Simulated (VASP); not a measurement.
# CdHgS2 (P-6m2) in VASP: notebook

The runs below take CdHgS2 through relaxation of cell and atoms, with PBE, RPBE.

Everything below comes from runs of VASP 6.6.1. Logs are shortened: lines on timing, memory, paths and dates and some standing lists are left out, and cuts for length are marked.

### 1 The structure

Symmetry: P-6m2, No. 187, hexagonal system. The conventional cell has a = 4.052 Å, b = 4.052 Å, c = 7.630 Å, α = 90.00°, β = 90.00°, γ = 120.00°. Cd (site symmetry -6m2) has 6 S at 2.76 Å as nearest neighbours. Hg (site symmetry -6m2) has 2 S at 2.34 Å as nearest neighbours. S (site symmetry 3m) has 1 Hg at 2.34 Å as nearest neighbours.

The cell was built by a generator and needn't be a form met in nature.

### 2 Relaxation of cell and atoms, PBE

File INCAR:

```
ALGO     = Normal         # electronic algorithm
EDIFF    = 1E-7           # SCF threshold, eV
EDIFFG   = -0.01          # ionic threshold
ENCUT    = 600            # plane-wave cutoff, eV
GGA      = PE             # functional
IBRION   = 2              # ionic algorithm
ISIF     = 3              # what is computed and relaxed
ISMEAR   = 0              # smearing method
LASPH    = T              # aspherical terms in the spheres
LCHARG   = F              # write CHGCAR
LREAL    = F              # projectors in reciprocal space
LWAVE    = F              # write WAVECAR
NELM     = 60             # most SCF steps
NSW      = 40             # ionic steps
PREC     = Accurate       # precision mode
SIGMA    = 0.05           # smearing width, eV
```

File KPOINTS:

```
k-points
0
Gamma
  8 8 4
```

File POSCAR:

```
CdHgS2
1.0
    4.0518300000      0.0000000000      0.0000000000
   -2.0259200000      3.5089900000      0.0000000000
    0.0000000000      0.0000000000      7.6300500000
Cd Hg S
1 1 2
Direct
    0.0000000000      0.0000000000      0.0000000000
    0.6666700000      0.3333300000      0.5000000000
    0.6666700000      0.3333300000      0.8068800000
    0.6666700000      0.3333300000      0.1931200000
```

Potentials or basis: VASP PAW PBE potentials, release 64 (Cd, Hg, S).

Started as:

```sh
cat potpaw_PBE.64/Cd/POTCAR potpaw_PBE.64/Hg/POTCAR potpaw_PBE.64/S/POTCAR > POTCAR
mpirun -np 1 vasp_std > vasp.out
```

OUTCAR:

```text
EDIFF = 1E-7
   EDIFFG = -0.01
   ENCUT = 600
   GGA = PE
   IBRION = 2
   ISIF = 3
   ISMEAR = 0
   LASPH = T
   LREAL = F
   NELM = 60
   NSW = 40
   PREC = Accurate

 ion  position               nearest neighbor table
   1  0.000  0.000  0.000-   3 2.76   4 2.76   3 2.76   4 2.76   3 2.76   4 2.76
   2  0.667  0.333  0.500-   3 2.34   4 2.34
   3  0.667  0.333  0.807-   2 2.34   1 2.76   1 2.76   1 2.76
   4  0.667  0.333  0.193-   2 2.34   1 2.76   1 2.76   1 2.76

  LATTYP: Found a hexagonal cell.
 ALAT       =     4.0518300000
 C/A-ratio  =     1.8831120753

  Lattice vectors:

 A1 = (   4.0518300000,   0.0000000000,   0.0000000000)
 A2 = (  -2.0259200000,   3.5089900000,   0.0000000000)
 A3 = (   0.0000000000,   0.0000000000,   7.6300500000)

Analysis of symmetry for initial positions (statically):
=====================================================================
 Subroutine PRICEL returns:
 Original cell was already a primitive cell.

 Routine SETGRP: Setting up the symmetry group for a
 hexagonal supercell.

 Subroutine GETGRP returns: Found  4 space group operations
 (whereof  4 operations were pure point group operations)
 out of a pool of 24 trial point group operations.

The static configuration has the point symmetry C_2v.

Analysis of symmetry for dynamics (positions and initial velocities):
=====================================================================
 Subroutine PRICEL returns:
 Original cell was already a primitive cell.

 Routine SETGRP: Setting up the symmetry group for a
 hexagonal supercell.

 Subroutine GETGRP returns: Found  4 space group operations
 (whereof  4 operations were pure point group operations)
 out of a pool of 24 trial point group operations.

The dynamic configuration has the point symmetry C_2v.

 Subroutine INISYM returns: Found  4 space group operations
 (whereof  4 operations are pure point group operations),
 and found     1 'primitive' translations

----------------------------------------------------------------------------------------

                                     Primitive cell

  volume of cell :     108.4828

  direct lattice vectors                    reciprocal lattice vectors
     4.051830000  0.000000000  0.000000000     0.246802062  0.142491496  0.000000000
    -2.025920000  3.508990000  0.000000000     0.000000000  0.284982288  0.000000000
     0.000000000  0.000000000  7.630050000     0.000000000  0.000000000  0.131060740

  length of vectors
     4.051830000  4.051834482  7.630050000     0.284982604  0.284982288  0.131060740

  position of ions in fractional coordinates (direct lattice)
     0.000000000  0.000000000  0.000000000
     0.666670000  0.333330000  0.500000000
     0.666670000  0.333330000  0.806880000
     0.666670000  0.333330000  0.193120000

  ion indices of the primitive-cell ions
   primitive index   ion index
                 1           1
                 2           2
                 3           3
                 4           4

----------------------------------------------------------------------------------------

 KPOINTS: k-points

Automatic generation of k-mesh.
 Grid dimensions read from file:
 generate k-points for:    8    8    4

 Generating k-lattice:

  Cartesian coordinates                     Fractional coordinates (reciprocal lattice)
     0.030850258  0.017811437  0.000000000     0.125000000  0.000000000  0.000000000
     0.000000000  0.035622786  0.000000000     0.000000000  0.125000000  0.000000000
     0.000000000  0.000000000  0.032765185     0.000000000  0.000000000  0.250000000

  Length of vectors
     0.035622825  0.035622786  0.032765185

  Shift w.r.t. Gamma in fractional coordinates (k-lattice)
     0.000000000  0.000000000  0.000000000

 Subroutine IBZKPT returns following result:
 ===========================================

 Found     63 irreducible k-points:

 Following reciprocal coordinates:
            Coordinates               Weight
  0.000000  0.000000  0.000000      1.000000
  0.125000  0.000000  0.000000      4.000000
 -0.125000  0.125000  0.000000      2.000000
  0.250000  0.000000  0.000000      4.000000
 -0.250000  0.250000  0.000000      2.000000
  0.375000  0.000000  0.000000      4.000000
[... 16 lines left out ...]
  0.125000  0.000000  0.250000      8.000000
 -0.125000  0.125000  0.250000      4.000000
 [... further k-points ...]
   k-points           NKPTS =     63   k-points in BZ     NKDIM =     63   number of bands    NBANDS=     22
   number of dos      NEDOS =    301   number of ions     NIONS =      4
   total plane-waves  NPLWV =  65536
   dimension x,y,z NGX =    32 NGY =   32 NGZ =   64
   dimension x,y,z NGXF=    64 NGYF=   64 NGZF=  128
   ions per type =               1   1   2
   NGX,Y,Z   is equivalent  to a cutoff of  13.13, 13.13, 13.94 a.u.
   NGXF,Y,Z  is equivalent  to a cutoff of  26.26, 26.26, 27.89 a.u.
 SYSTEM =  unknown system
[... 57 lines left out ...]
  free energy    TOTEN  =        -9.96758195 eV

  energy without entropy =       -9.96749369  energy(sigma->0) =       -9.96753782

------------------------ aborting loop because EDIFF is reached ----------------------------------------

  FORCE on cell =-STRESS in cart. coord.  units (eV):
  Direction    XX          YY          ZZ          XY          YZ          ZX
  --------------------------------------------------------------------------------------
  -------------------------------------------------------------------------------------
  Total        0.0890103      0.0889554      0.4781691     -0.0000478      0.0000000      0.0000000
  in kB        1.3145891      1.3137780      7.0620595     -0.0007058      0.0000000      0.0000000
  external PRESSURE =       3.2301422 kB  Pullay stress =       0.0000000 kB

 VOLUME and BASIS-vectors are now :
 -----------------------------------------------------------------------------
  energy-cutoff  :      600.00
  volume of cell :      108.48
      direct lattice vectors                 reciprocal lattice vectors
     4.051830000  0.000000000  0.000000000     0.246802062  0.142491496  0.000000000
    -2.025920000  3.508990000  0.000000000     0.000000000  0.284982288  0.000000000
     0.000000000  0.000000000  7.630050000     0.000000000  0.000000000  0.131060740
[... 115 lines left out ...]
 POSITION                                       TOTAL-FORCE (eV/Angst)
 -----------------------------------------------------------------------------------
     -2.02696      3.51079      0.00000         0.000046     -0.000027      0.000000
      2.02697      1.17025      3.82556         0.000006     -0.000004      0.000000
      2.02697      1.17025      6.17414        -0.000026      0.000015     -0.016391
      2.02697      1.17025      1.47698        -0.000026      0.000015      0.016391
 -----------------------------------------------------------------------------------
    total drift:                               -0.000019     -0.000027     -0.000000

  FREE ENERGIE OF THE ION-ELECTRON SYSTEM (eV)
  ---------------------------------------------------
  free  energy   TOTEN  =        -9.9682805597 eV

  energy  without entropy=       -9.9680939524  energy(sigma->0) =       -9.96818726

--------------------------------------- Ionic step        5  -------------------------------------------

 number of electron      35.9999998 magnetization

 Free energy of the ion-electron system (eV)
  ---------------------------------------------------
  ext. energy  EPLUGINS =         0.00000000
  ---------------------------------------------------
  free energy    TOTEN  =        -9.96832158 eV

  energy without entropy =       -9.96813953  energy(sigma->0) =       -9.96823056

 E-fermi :   1.3906     XC(G=0):  -8.8537

 val. band max:        1.3341695199   @ k =   0.0000   0.0000   0.0000
 cond. band min:       1.4233287903   @ k =   0.0000   0.0000   0.0000
 fundamental gap:      0.0891592704
 Fermi energy:         1.3905887209

 k-point     1 :       0.0000    0.0000    0.0000
  band No.  band energies     occupation
      1     -11.6734      2.00000
      2     -10.2996      2.00000
      3      -6.8325      2.00000
      4      -6.4662      2.00000
      5      -6.4662      2.00000
      6      -6.2995      2.00000
[... 14 lines left out ...]
     21       6.0414      0.00000
     22       7.8362      0.00000
[... 552 lines left out ...]
  band No.  band energies     occupation
      1     -11.4879      2.00000
      2     -10.5567      2.00000
      3      -6.5867      2.00000
      4      -6.4392      2.00000
      5      -6.4208      2.00000
      6      -6.3061      2.00000
[... 14 lines left out ...]
     21       6.7424      0.00000
     22       7.2287      0.00000

 [... further k-points ...]

------------------------ aborting loop because EDIFF is reached ----------------------------------------

  FORCE on cell =-STRESS in cart. coord.  units (eV):
  Direction    XX          YY          ZZ          XY          YZ          ZX
  --------------------------------------------------------------------------------------
  -------------------------------------------------------------------------------------
  Total        0.0122978      0.0122799     -0.0125388     -0.0000155      0.0000000      0.0000000
  in kB        0.1807557      0.1804928     -0.1842975     -0.0002281      0.0000000      0.0000000
  external PRESSURE =       0.0589837 kB  Pullay stress =       0.0000000 kB

 VOLUME and BASIS-vectors are now :
 -----------------------------------------------------------------------------
  energy-cutoff  :      600.00
  volume of cell :      109.00
      direct lattice vectors                 reciprocal lattice vectors
     4.055925661 -0.000002710  0.000000000     0.246552937  0.142347883  0.000000000
    -2.027970183  3.512535604  0.000000000     0.000000190  0.284694733  0.000000000
     0.000000000  0.000000000  7.651303724     0.000000000  0.000000000  0.130696681

 POSITION                                       TOTAL-FORCE (eV/Angst)
 -----------------------------------------------------------------------------------
     -2.02797      3.51253      0.00000         0.000034     -0.000020      0.000000
      2.02798      1.17083      3.82565         0.000001     -0.000000      0.000000
      2.02798      1.17083      6.17362        -0.000017      0.000010     -0.003330
      2.02798      1.17083      1.47768        -0.000017      0.000010      0.003330
 -----------------------------------------------------------------------------------
    total drift:                               -0.000018     -0.000027      0.000000

  FREE ENERGIE OF THE ION-ELECTRON SYSTEM (eV)
  ---------------------------------------------------
  free  energy   TOTEN  =        -9.9683215811 eV

  energy  without entropy=       -9.9681395311  energy(sigma->0) =       -9.96823056

 reached required accuracy - stopping structural energy minimisation
```

Wall time 3.5 min (1 thread of AMD EPYC 9R45 (Zen 5), shared host); peak memory 0.37 GiB.

Results:

| Item | Value |
| --- | --- |
| Free energy | -9.9683 eV |
| Relaxed volume | 27.25 Å³/atom |
| Relaxed cell | a = 4.056 Å, b = 4.056 Å, c = 7.651 Å, α = 90.00°, β = 90.00°, γ = 120.00° |
| Space group after relaxing (to 0.05 Å) | P-6m2 (No. 187) |
| Energy gained by relaxing | 0.2 meV/atom |
| Ionic steps | 5 |
| Pressure after relaxing | 0.0 GPa |
| Largest force after relaxing | 0.003 eV/Å |
| Band gap on the k mesh | 0.09 eV, direct |

Forces on the atoms (eV/Å):
```
Cd   0.000  0.000  0.000
Hg   0.000  0.000  0.000
S    0.000  0.000 -0.003
S    0.000  0.000  0.003
```

Step by step:
```tsv
step	energy change (eV)	largest force (eV/Å)	pressure (GPa)	volume (Å³)
1	0.0000	0.0260	0.32	108.48
2	0.0002	0.0597	-0.26	109.34
3	-0.0007	0.0157	0.04	108.89
4	-0.0007	0.0164	0.03	108.89
5	-0.0007	0.0033	0.01	109.00
```

Final structure:
```
Cd Hg S
1.0
     4.05593    0.00000    0.00000
    -2.02797    3.51254    0.00000
     0.00000    0.00000    7.65130
Cd Hg S
1 1 2
Cartesian
  -2.0280 3.5125 0.0000
  2.0280 1.1708 3.8257
  2.0280 1.1708 6.1736
  2.0280 1.1708 1.4777
```

Levels at points of the mesh, in eV from the valence-band top:
```csv
k point,band 15,band 16,band 17,band 18,band 19,band 20,band 21,band 22
"(0.00, 0.00, 0.00)",-0.97,-0.97,0.00,0.00,0.09,2.77,4.71,6.50
"(0.50, 0.00, 0.00)",-1.96,-1.85,-1.01,-0.16,1.02,1.78,3.76,5.37
"(0.50, 0.50, 0.00)",-1.96,-1.85,-1.01,-0.16,1.02,1.78,3.76,5.37
"(0.00, 0.00, 0.50)",-0.61,-0.61,-0.45,-0.45,1.67,3.46,5.35,6.78
"(0.50, 0.00, 0.50)",-3.23,-2.62,-1.50,-0.67,2.26,3.00,4.48,4.99
"(0.50, 0.50, 0.50)",-3.23,-2.62,-1.50,-0.67,2.26,3.00,4.48,4.99
```

Caveat: spin-orbit coupling is left out, which moves the levels of the heavy elements. As with any semilocal functional, this PBE gap is likely too small.

### 3 Relaxation of cell and atoms, RPBE

File INCAR:

```
SYSTEM = CdHgS2
PREC = Accurate
ENCUT = 600
EDIFF = 1E-6
ISMEAR = 0
SIGMA = 0.05
LREAL = .FALSE.
LASPH = .TRUE.
NELM = 60
ALGO = Normal
ISIF = 3
LWAVE = .FALSE.
LCHARG = .FALSE.
GGA = RP
IBRION = 2
NSW = 60
EDIFFG = -0.01
```

File KPOINTS:

```
regular mesh
0
G
  8 8 4
  0 0 0
```

POSCAR is that of step 2.

Potentials or basis: VASP PAW PBE potentials, release 64 (Cd, Hg, S).

Started as:

```sh
cat potpaw_PBE.64/Cd/POTCAR potpaw_PBE.64/Hg/POTCAR potpaw_PBE.64/S/POTCAR > POTCAR
mpirun -np 1 vasp_std > vasp.out
```

Run time: 6.4 min. Hardware: 1 thread of AMD EPYC 9R45 (Zen 5), shared host; peak memory 0.37 GiB.

Results (log left out):

| Item | Value |
| --- | --- |
| Free energy | -8.7443 eV |
| Relaxed volume | 28.76 Å³/atom |
| Relaxed cell | a = 4.151 Å, b = 4.151 Å, c = 7.711 Å, α = 90.00°, β = 90.00°, γ = 120.00° |
| Space group after relaxing (to 0.05 Å) | P-6m2 (No. 187) |
| Energy gained by relaxing | 10.1 meV/atom |
| Ionic steps | 11 |
| Pressure after relaxing | 0.0 GPa |
| Band gap on the k mesh | 0.16 eV, direct |

Forces on the atoms (eV/Å):
```
Cd   0.000  0.000  0.000
Hg   0.000  0.000  0.000
S    0.000  0.000  0.003
S    0.000  0.000 -0.003
```

The path:
```csv
step,energy change (eV),largest force (eV/Å),pressure (GPa),volume (Å³)
1,0.0000,0.0086,2.28,108.48
2,-0.0222,0.2009,-0.64,114.64
3,-0.0291,0.1422,0.23,112.53
4,-0.0395,0.0348,0.06,114.39
5,-0.0398,0.0733,0.04,114.78
6,-0.0403,0.0313,-0.01,114.98
7,-0.0403,0.0147,-0.04,115.06
8,-0.0403,0.0184,-0.08,115.23
9,-0.0404,0.0011,-0.07,115.13
10,-0.0404,0.0038,0.06,114.97
11,-0.0404,0.0028,-0.01,115.05
```

Final structure:
```xyz
4
Lattice="4.1508 0.0000 0.0000 -2.0754 3.5947 0.0000 0.0000 0.0000 7.7109" Properties=species:S:1:pos:R:3 pbc="T T T"
Cd   -2.0754    3.5947    0.0000
Hg    2.0754    1.1982    3.8554
S     2.0754    1.1982    6.2203
S     2.0754    1.1982    1.4905
```

Levels at points of the mesh, in eV from the valence-band top:
| k point | band 14 | band 15 | band 16 | band 17 | band 18 | band 19 | band 20 | band 21 | band 22 |
| --- | --- | --- | --- | --- | --- | --- | --- | --- | --- |
| (0.00, 0.00, 0.00) | -1.39 | -0.96 | -0.96 | 0.00 | 0.00 | 0.16 | 2.80 | 4.84 | 6.45 |
| (0.50, 0.00, 0.00) | -3.94 | -1.73 | -1.72 | -0.92 | -0.15 | 1.32 | 1.90 | 3.77 | 5.41 |
| (0.50, 0.50, 0.00) | -3.94 | -1.73 | -1.72 | -0.92 | -0.15 | 1.32 | 1.90 | 3.77 | 5.41 |
| (0.00, 0.00, 0.50) | -4.16 | -0.61 | -0.61 | -0.44 | -0.44 | 1.63 | 3.53 | 5.40 | 6.76 |
| (0.50, 0.00, 0.50) | -3.44 | -3.13 | -2.34 | -1.38 | -0.64 | 2.63 | 2.96 | 4.46 | 5.18 |
| (0.50, 0.50, 0.50) | -3.44 | -3.13 | -2.34 | -1.38 | -0.64 | 2.63 | 2.96 | 4.46 | 5.18 |

Caveat: the PAW data sets were made with another functional, which shifts forces and pressure a little; spin-orbit coupling is left out, which moves the levels of the heavy elements.

### 4 For comparison

An earlier run on the cell as given: functional PBE; potentials or basis VASP PAW PBE potentials, release 64 (Cd, Hg, S); cutoff 520 eV; k mesh 8 × 8 × 4; occupations fermi-dirac, width 0.05 eV; no spin polarisation.

- Pressure: 0.3 GPa
- Largest force: 0.028 eV/Å
- Band gap on the k mesh: 0.12 eV, direct

### 5 The runs side by side

| task | level | cell | cutoff (eV) | smearing | gap on the mesh (eV) | pressure (GPa) | relaxed volume (Å³/atom) |
| --- | --- | --- | --- | --- | --- | --- | --- |
| relaxation of cell and atoms | PBE | relaxed | 600 | gaussian 0.05 eV | 0.09 | 0.0 | 27.25 |
| relaxation of cell and atoms | RPBE | relaxed | 600 | gaussian 0.05 eV | 0.16 | 0.0 | 28.76 |
| single point | PBE | as given | 520 | fermi-dirac 0.05 eV | 0.12 | 0.3 | - |

Alike in all rows: potentials or basis VASP PAW PBE potentials, release 64 (Cd, Hg, S); no spin polarisation; k mesh 8 × 8 × 4.

Caveats: spin-orbit coupling is left out, which moves the levels of the heavy elements; the PAW data sets were made with another functional, which shifts forces and pressure a little (some runs).

Absolute energies hang on the potentials; compare differences alone.
